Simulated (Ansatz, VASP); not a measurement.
# Si13B2O29 (boron-doped silica glass): VASP beside Ansatz

One calculation is typed for both programs; each brings its own data sets. How far apart do they land? The structure shown is the start of the Ansatz relaxation below; VASP solves that cell, so the two are compared at the walk's first step.

Method: plane waves, with VASP 6.6.1 beside it; single point at PBE, in Ansatz 0.2.0.

## 1. Starting point

The cell holds 44 atoms: 13 Si, 2 B and 29 O. Its edges and angles: a = 8.722 Å, b = 8.722 Å, c = 8.722 Å, α = 90.0°, β = 90.0°, γ = 90.0°. As first built, before any earlier steps moved the atoms (in the runner's words): kind boron-doped silica glass; units_of_the_quenched_model {'SiO2': 13, 'B2O3': 1}; melt_K 3000; rate_K_ps 50; atoms 44.

## 2. Ansatz: relaxation, PBE

Ansatz runs on its PAW soft_1 files.

The two programs are compared at the cell with which this relaxation starts, whose forces are those of its first step.

File input.yaml:

```yaml
crystal:
  lattice:
    - [8.722, 0.0, 0.0]
    - [0.0, 8.722, 0.0]
    - [0.0, 0.0, 8.722]
  atoms:
    - { symbol: Si, position: [0.873787, 0.043306, 0.010093] }
    - { symbol: Si, position: [0.834507, 0.514641, 0.976735] }
    - { symbol: Si, position: [0.176177, 0.641483, 0.059434] }
    - { symbol: Si, position: [0.883582, 0.679154, 0.54857] }
    - { symbol: Si, position: [0.033057, 0.169452, 0.506085] }
    - { symbol: Si, position: [0.710065, 0.811099, 0.790043] }
    - { symbol: Si, position: [0.192586, 0.677946, 0.698708] }
    - { symbol: Si, position: [0.644085, 0.288041, 0.168659] }
    - { symbol: Si, position: [0.516796, 0.235245, 0.508235] }
    - { symbol: Si, position: [0.035063, 0.86934, 0.281987] }
    - { symbol: Si, position: [0.398481, 0.947827, 0.707819] }
    - { symbol: Si, position: [0.178163, 0.171279, 0.848636] }
    - { symbol: Si, position: [0.788125, 0.348979, 0.663107] }
    - { symbol: B, position: [0.341211, 0.376673, 0.044762] }
    - { symbol: B, position: [0.220812, 0.401573, 0.490161] }
    - { symbol: O, position: [0.916358, 0.923765, 0.147592] }
    - { symbol: O, position: [0.091765, 0.330788, 0.426264] }
    - { symbol: O, position: [0.741409, 0.784559, 0.606741] }
    - { symbol: O, position: [0.467905, 0.068946, 0.581938] }
    - { symbol: O, position: [0.134623, 0.177322, 0.665866] }
    - { symbol: O, position: [0.473722, 0.302178, 0.091446] }
    - { symbol: O, position: [0.305622, 0.035499, 0.844749] }
    - { symbol: O, position: [0.748292, 0.656668, 0.888737] }
    - { symbol: O, position: [0.604155, 0.324746, 0.648954] }
    - { symbol: O, position: [0.530414, 0.852839, 0.797042] }
    - { symbol: O, position: [0.284869, 0.823404, 0.626362] }
    - { symbol: O, position: [0.80778, 0.952253, 0.86156] }
    - { symbol: O, position: [0.361178, 0.329818, 0.466938] }
    - { symbol: O, position: [0.170353, 0.785624, 0.179829] }
    - { symbol: O, position: [0.05859, 0.020255, 0.395815] }
    - { symbol: O, position: [0.734906, 0.446308, 0.120208] }
    - { symbol: O, position: [0.83411, 0.500908, 0.563789] }
    - { symbol: O, position: [0.862732, 0.199178, 0.57798] }
    - { symbol: O, position: [0.009187, 0.712621, 0.685492] }
    - { symbol: O, position: [0.001805, 0.572663, 0.036527] }
    - { symbol: O, position: [0.287639, 0.505065, 0.123214] }
    - { symbol: O, position: [0.845968, 0.383912, 0.838491] }
    - { symbol: O, position: [0.959754, 0.735921, 0.389886] }
    - { symbol: O, position: [0.210909, 0.523457, 0.593207] }
    - { symbol: O, position: [0.745303, 0.156734, 0.082403] }
    - { symbol: O, position: [0.032523, 0.126618, 0.956035] }
    - { symbol: O, position: [0.25764, 0.32489, 0.918561] }
    - { symbol: O, position: [0.620668, 0.246504, 0.350858] }
    - { symbol: O, position: [0.232079, 0.673431, 0.881893] }
  symmetry: { detect: false }
kpoints:
  mp_grid: { grid: [2, 2, 2] }
scf:
  occupations: { method: fermi_dirac, width: 0.05 }
hamiltonian:
  xc: pbe
  pseudopotentials: { kind: paw, azcp: { folder: soft_1 } }
output:
  forces: true
  stress: true
relax:
  f_tol: 0.04
  max_steps: 100
  escape_saddle: false
  cell: { stress_tol: 0.4, fix: [] }
```

Started as:

```bash
> ansatz run input.yaml --threads 4 --pin off --max-ram 16384MiB --backend cpu --events-out ev --progress --plain --runs-dir out
```

Numbers of over 12 decimals in the logs are rounded to 6 here.

Log:

```text
Engine: ansatz 0.2.0, x86_64-unknown-linux-gnu
Pseudopotentials: kind: paw
Pseudopotential: Si, paw, valence charge 4, recommended cutoff 420 eV (normal), soft_1/Si.paw.azcp
Pseudopotential: B, paw, valence charge 3, recommended cutoff 420 eV (normal), soft_1/B.paw.azcp
Pseudopotential: O, paw, valence charge 6, recommended cutoff 420 eV (normal), soft_1/O.paw.azcp
Functional definition: PBE
  parameter kappa = 0.804
  parameter beta = 0.066725
  exchange = pbe_x(kappa = kappa, mu = beta*pi^2/3)
  correlation = pbe_c(beta = beta)
Crystal: 44 atoms, lattice volume = 663.511 Å³
Basis set: ecut = 420 eV, 13037 PW (Γ), exchange–correlation on 120×120×120 points (8 copies of the dense FFT grid, shifted against one another)
Bands: 160, of which v1, the nominal top of the filled ones, is band 116 counted from 1 (115 counted from 0)
Symmetry: 1 space group operations
k-points: 8
Non-local potential: Si, projectors of the file, l = 0: 2, l = 1: 2, l = 2: 1
Non-local potential: B, projectors of the file, l = 0: 2, l = 1: 2, l = 2: 1
Non-local potential: O, projectors of the file, l = 0: 2, l = 1: 2, l = 2: 1
PAW form: soft (Blöchl's): semilocal exchange-correlation on the pseudo side does not see the compensation charge
PAW one-centre angular grid: Si, 110 points (default); XC on 64 Gauss nodes
PAW one-centre angular grid: B, 110 points (default); XC on 64 Gauss nodes
PAW one-centre angular grid: O, 110 points (default); XC on 64 Gauss nodes
Initial density: superposition of atomic densities (chi_scale 0.1, normalization cell, long waves kept (reshape's long-wave potential 0.06 eV rms))
Initial wavefunctions: pseudopotential atomic-orbital guess
Functional: x = pbe(κ = 0.804, μ = 0.219515), c = pbe(β = 0.066725)
SCF iter   1: F=—  HF=-25102.116901 eV  |F-HF|=—  |Δ(HF+E_count)|=         —  Δρ=1.19e-1  dr2=8.60e1  ethr=3.10e-3  ⟨swp⟩=6.0  Hψ=5719  notcnv=0  defer=149
preconditioner: auto → Resta (q_TF=auto, 2.290 Å⁻¹)  ε∞=2.6  [insulator: Δε(μ)=6.691 eV  Ē_g=17.567 eV  σ=0.050 eV  W_gap=1.00  n_scr=146 (ndim 8)  ℏωp=22.0 eV  f_vac=0.171  D(μ)=0.00/eV (n_scr^D=0)  ε∞_Penn≈2.6]
SCF iter   2: F=—  HF=-25078.637913 eV  |F-HF|=—  |Δ(HF+E_count)|=    2.35e1  Δρ=4.12e-2  dr2=4.85e0  ethr=3.10e-3  ⟨swp⟩=3.1  Hψ=3133  notcnv=0  defer=308
SCF iter   3: F=—  HF=-25078.112447 eV  |F-HF|=—  |Δ(HF+E_count)|=   5.25e-1  Δρ=1.96e-2  dr2=1.54e0  ethr=2.09e-3  ⟨swp⟩=2.1  Hψ=1266  notcnv=0  defer=308
SCF iter   4: F=—  HF=-25078.105609 eV  |F-HF|=—  |Δ(HF+E_count)|=   6.84e-3  Δρ=2.73e-3  dr2=4.33e-2  ethr=6.64e-4  ⟨swp⟩=4.2  Hψ=1983  notcnv=0  defer=308
SCF iter   5: F=—  HF=-25078.111949 eV  |F-HF|=—  |Δ(HF+E_count)|=   6.34e-3  Δρ=1.40e-3  dr2=1.12e-2  ethr=1.87e-5  ⟨swp⟩=2.4  Hψ=2148  notcnv=0  defer=303
SCF iter   6: F=—  HF=-25078.114220 eV  |F-HF|=—  |Δ(HF+E_count)|=   2.27e-3  Δρ=3.81e-4  dr2=1.59e-3  ethr=4.83e-6  ⟨swp⟩=2.0  Hψ=1765  notcnv=0  defer=303
SCF iter   7: F=—  HF=-25078.114572 eV  |F-HF|=—  |Δ(HF+E_count)|=   3.52e-4  Δρ=1.53e-4  dr2=2.12e-4  ethr=6.85e-7  ⟨swp⟩=2.0  Hψ=1680  notcnv=0  defer=303
SCF iter   8: F=—  HF=-25078.114498 eV  |F-HF|=—  |Δ(HF+E_count)|=   7.35e-5  Δρ=9.11e-5  dr2=4.85e-5  ethr=9.14e-8  ⟨swp⟩=2.0  Hψ=1762  notcnv=0  defer=303
SCF iter   9: F=—  HF=-25078.113992 eV  |F-HF|=—  |Δ(HF+E_count)|=   5.06e-4  Δρ=1.81e-5  dr2=2.54e-6  ethr=2.09e-8  ⟨swp⟩=2.0  Hψ=1952  notcnv=0  defer=303
SCF iter  10: F=—  HF=-25078.113988 eV  |F-HF|=—  |Δ(HF+E_count)|=   3.82e-6  Δρ=8.08e-6  dr2=4.60e-7  ethr=1.09e-9  ⟨swp⟩=2.0  Hψ=1791  notcnv=0  defer=303
SCF iter  11: F=—  HF=-25078.113988 eV  |F-HF|=—  |Δ(HF+E_count)|=   4.88e-7  Δρ=5.97e-6  dr2=1.88e-7  ethr=4.31e-11  ⟨swp⟩=5.1  Hψ=4741  notcnv=0
SCF iter  12: F=-25078.113988 eV  HF=-25078.113988 eV  |F-HF|=3.99e-9  |Δ(HF+E_count)|=   1.07e-7  Δρ=1.16e-6  dr2=1.13e-8  ethr=4.31e-11  ⟨swp⟩=5.0  Hψ=4189  notcnv=0
SCF 1 converged in 12 iterations: F = -25078.113988 eV  dr2 = 1.13e-8
  greatest PAW one-centre occupation: 0.864 electrons in one spin orbital (limit 2), on the O atom at site 17 (counted from 0), in its partial waves of l = 0
relax step   1: F+E_penalty+E_count = -25078.11398779 eV  Δ(F+E_penalty+E_count) = +0.000e0 eV  max|allowed force component| = 1.330e0 eV/Å  Δτ_max = 0.0000 Å  P = -1.866 GPa  Ω = 663.511 Å³  (12 SCF iters, dr2 threshold 1.00e-7 eV, accepted)
Crystal: 44 atoms, lattice volume = 663.471 Å³
Basis set: ecut = 420 eV, 12993 PW (Γ), exchange–correlation on 120×120×120 points (8 copies of the dense FFT grid, shifted against one another)
Initial density: handed on by an earlier stage of this run
Initial wavefunctions: those handed on with the density
iter 1 solved again at ethr=1.34e-4 eV; its pass at ethr=3.10e-3 eV (dr2=3.10e-1 eV) is discarded
SCF iter   1: F=—  HF=-25079.095352 eV  |F-HF|=—  |Δ(HF+E_count)|=         —  Δρ=8.94e-3  dr2=3.10e-1  ethr=1.34e-4  ⟨swp⟩=5.0  Hψ=7459  notcnv=0
[...]
SCF iter   2: F=—  HF=-25079.930071 eV  |F-HF|=—  |Δ(HF+E_count)|=   8.10e-4  Δρ=1.67e-4  dr2=2.09e-5  ethr=3.54e-8  ⟨swp⟩=3.0  Hψ=2498  notcnv=0
SCF iter   3: F=—  HF=-25079.930051 eV  |F-HF|=—  |Δ(HF+E_count)|=   1.94e-5  Δρ=2.07e-5  dr2=1.63e-6  ethr=9.02e-9  ⟨swp⟩=2.0  Hψ=2218  notcnv=0
[...]
SCF converged after 4 iterations
Free energy (F): -25079.930051 eV
Harris-Foulkes:  -25079.930051 eV  (|F-HF|=3.52e-8)
Internal energy: -25079.930051 eV  (E = F + TS)
E sigma→0 (E₀):  -25079.930051 eV
Fermi energy:    3.674591 eV
--- Per-component energies (eV) ---
  E_band       = -1405.537644
  E_kinetic    = 5646.522047
  E_local      = -18301.468096  (includes V_loc(G=0)·N_el)
  E_nonlocal   = 1817.356450
  E_hartree    = 7058.005843
  E_xc         = -2885.847560
  E_vxc        = -3360.988361  (∫ρ·V_xc dr)
  E_paw        = -11557.344303  (= ΣΔE_a)
  E_vpaw       = -1322.995785  (= ΣTr[D̂ρ^β])
  E_aug_tail   = 0.023958  (compensation charges beyond the density's cutoff)
  E_ewald      = -6857.178390
  E_smearing   = -0.000000  (= −TS)
  E_closure    = 0.000000  (closes the sum)
  Σ components = -25079.930051   (vs F -25079.930051, Δ=0.00e0)
--- Forces (eV/Å), atoms counted from 1 ---
  atom   1  Si    -0.00253092     0.00013529    -0.00208464
  atom   2  Si     0.00007207     0.00275501    -0.00305318
  atom   3  Si     0.00171881    -0.00021639    -0.00047270
  atom   4  Si     0.00098460     0.00143161    -0.00172925
  atom   5  Si    -0.00113354     0.00201340     0.00434942
  atom   6  Si    -0.00207055     0.00197033    -0.00090461
  atom   7  Si     0.00090185     0.00559241     0.00097651
  atom   8  Si     0.00254452     0.00103437    -0.00137051
  atom   9  Si     0.00711717    -0.00395465     0.00405492
  atom  10  Si     0.00009799     0.00040176     0.00262819
  atom  11  Si    -0.00004246    -0.00172433     0.00131672
  atom  12  Si     0.00238434     0.00127966    -0.00203559
  atom  13  Si    -0.00088775    -0.00094026    -0.00098752
  atom  14  B     -0.00398015     0.00342074    -0.00211576
  atom  15  B     -0.00808426    -0.00514422     0.00137253
  atom  16  O      0.00008403    -0.00152561     0.00207086
  atom  17  O     -0.00000391     0.00185226    -0.00145960
  atom  18  O      0.00085761    -0.00045338    -0.00006989
  atom  19  O     -0.00076112     0.00162504    -0.00236022
  atom  20  O     -0.00387594    -0.00004134    -0.00701147
  atom  21  O      0.00064079     0.00096122     0.00092695
  atom  22  O      0.00030747     0.00019194     0.00338513
  atom  23  O      0.00244150    -0.00153107     0.00287008
  atom  24  O     -0.00042831     0.00159825     0.00056676
[...]
atom  37  O     -0.00069900     0.00046077     0.00109528
  atom  38  O      0.00173721    -0.00188361    -0.00041226
  atom  39  O      0.00381464    -0.00108201    -0.00281827
  atom  40  O      0.00044799     0.00012101     0.00055607
  atom  41  O     -0.00167571    -0.00073148     0.00249117
  atom  42  O      0.00317188     0.00043016     0.00504111
  atom  43  O     -0.00190132     0.00170950    -0.00014170
  atom  44  O      0.00009278    -0.00062687     0.00080602
  max |Σ_I F_I| component: 1.75e-5 eV/Å
--- Stress (GPa, compression-positive) ---
        0.161579      -0.071087       0.116453
       -0.071096       0.073119      -0.103818
        0.116451      -0.103816      -0.094385
  P = ⅓ Tr σ = 0.0468 GPa (0.468 kbar)
--- Relaxed structure (11 steps of the walk, 11 accepted, 1 SCFs on fresh bases) ---
  F+E_penalty+E_count = -25079.93005107 eV   max|allowed force component| = 8.084e-3 eV/Å   (the final SCF, on the basis selected at the relaxed cell)
  cell:  # Å, volume = 651.3667 Å³
    - [8.918192, -0.072034, 0.236703]
    - [-0.072034, 8.793229, -0.229328]
    - [0.236703, -0.229328, 8.318876]
  atoms:
    - { symbol: Si, position: [0.864223, 0.051185, 0.011633] }
    - { symbol: Si, position: [0.818988, 0.522365, 0.985295] }
    - { symbol: Si, position: [0.155425, 0.636031, 0.052148] }
    - { symbol: Si, position: [0.889237, 0.673931, 0.540334] }
    - { symbol: Si, position: [0.048950, 0.171250, 0.513469] }
    - { symbol: Si, position: [0.708043, 0.807109, 0.815799] }
    - { symbol: Si, position: [0.207086, 0.680164, 0.679375] }
    - { symbol: Si, position: [0.624968, 0.285664, 0.153770] }
    - { symbol: Si, position: [0.524791, 0.224576, 0.509312] }
    - { symbol: Si, position: [0.00899053, 0.880772, 0.274032] }
    - { symbol: Si, position: [0.413966, 0.949202, 0.725088] }
    - { symbol: Si, position: [0.177585, 0.161677, 0.863947] }
    - { symbol: Si, position: [0.796116, 0.360948, 0.639958] }
    - { symbol: B, position: [0.330012, 0.386392, 0.051365] }
    - { symbol: B, position: [0.247566, 0.389822, 0.494487] }
    - { symbol: O, position: [0.882717, 0.953035, 0.168715] }
    - { symbol: O, position: [0.115389, 0.328734, 0.436885] }
    - { symbol: O, position: [0.740435, 0.751263, 0.628463] }
    - { symbol: O, position: [0.490669, 0.061692, 0.591169] }
    - { symbol: O, position: [0.138868, 0.157568, 0.676220] }
    - { symbol: O, position: [0.455541, 0.315580, 0.097995] }
    - { symbol: O, position: [0.305036, 0.031990, 0.868138] }
    - { symbol: O, position: [0.725160, 0.670084, 0.938158] }
    - { symbol: O, position: [0.615581, 0.332823, 0.638195] }
    - { symbol: O, position: [0.538855, 0.871231, 0.828867] }
    - { symbol: O, position: [0.316416, 0.820632, 0.624408] }
    - { symbol: O, position: [0.832250, 0.939263, 0.855978] }
    - { symbol: O, position: [0.369560, 0.300436, 0.471439] }
    - { symbol: O, position: [0.145463, 0.797068, 0.162997] }
    - { symbol: O, position: [0.071083, 0.018030, 0.395716] }
    - { symbol: O, position: [0.723269, 0.443148, 0.132500] }
    - { symbol: O, position: [0.852270, 0.493027, 0.519674] }
    - { symbol: O, position: [0.873201, 0.201096, 0.569771] }
    - { symbol: O, position: [0.031180, 0.711341, 0.652261] }
    - { symbol: O, position: [-0.014529, 0.565128, 0.045604] }
    - { symbol: O, position: [0.276601, 0.520944, 0.126576] }
    - { symbol: O, position: [0.840541, 0.406835, 0.824072] }
    - { symbol: O, position: [0.922204, 0.745353, 0.367977] }
    - { symbol: O, position: [0.259651, 0.529430, 0.572001] }
    - { symbol: O, position: [0.717125, 0.158074, 0.039497] }
    - { symbol: O, position: [0.025219, 0.138183, 0.977461] }
    - { symbol: O, position: [0.250369, 0.324329, 0.925133] }
    - { symbol: O, position: [0.619182, 0.219665, 0.334354] }
    - { symbol: O, position: [0.223502, 0.665842, 0.871178] }
```

(Continued in part 2 of 2.)

[Lines on the potential files, build, host, timing and source positions are cut from VASP's logs without a mark.]

[Logs are printed without paths, hosts, clocks, repeated set-up lines and the standing remarks that a program may print on its own settings, such as how far it seeks lower states.]

[Hosts, paths, dates, database ids (printed as entryN), source tags and the programs' standing remarks are cut or masked in the printed files.]
